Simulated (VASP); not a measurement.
```xyz
5
Lattice="4.1835 0.0000 0.0000 0.0000 4.1835 0.0000 0.0000 0.0000 4.1835" Properties=species:S:1:pos:R:3 pbc="T T T"
Ba     0.0000     0.0000     0.0000
Hf     2.0917     2.0917     2.0917
O      2.0917     0.0000     2.0917
O      0.0000     2.0917     2.0917
O      2.0917     2.0917     0.0000
```

Level of theory: PBE GGA with D4 dispersion, VASP's PBE PAW potentials (set 64) (plane waves; VASP). Settings: 520 eV cut-off, 5×5×5 Γ-centred mesh, Gaussian smearing of 0.050 eV, potentials Ba_sv Hf_pv O.

Question: Give the energy at these volumes per atom, relative to the lowest: 13.76, 14.20, 14.63, 15.07, 15.51 Å³.

Answer: 30.6, 7.3, 0.0, 6.1, 23.6 meV/atom. A third-order Birch-Murnaghan fit gives B0 = 163 GPa and B0′ = 4.5.

Measured: a 4.171 Å (computed value off by +0.3 %), as given by Zhao et al., (2008), arXiv:0809.3506. The calculation is for a static lattice, while the measured a holds thermal and zero-point effects, which are part of the difference.

The compound is BaHfO3 in the cubic perovskite structure. It was relaxed first.
